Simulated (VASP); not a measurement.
Energy against volume of BN (wurtzite). All values below come from optB88-vdW, VASP's PBE PAW potentials (set 64) (plane waves; VASP). Run with 520 eV cut-off, 10×10×5 Γ-centred mesh, Gaussian smearing of 0.050 eV, potentials B N.

Shape and ions are relaxed at each volume.

```json
[
 {"V (Å³/atom)": "5.609", "E (eV/atom)": "-7.70476"},
 {"V (Å³/atom)": "5.788", "E (eV/atom)": "-7.72607"},
 {"V (Å³/atom)": "5.967", "E (eV/atom)": "-7.73294"},
 {"V (Å³/atom)": "6.146", "E (eV/atom)": "-7.72723"}
]
```

### Question
Fit these four points and predict the energy of the run at 6.326 Å³/atom.

### Answer
A cubic in V^(−2/3), the third-order Birch-Murnaghan form, passes through the four points with V0 = 5.97 Å³/atom and B0 = 374 GPa, and gives -7.7105 eV/atom there. The run gave -7.7106 eV/atom, -0.1 meV/atom from the fit; all five points give B0 = 373 GPa.

The compound is BN in the wurtzite structure, a metastable high-pressure form. It was relaxed first.
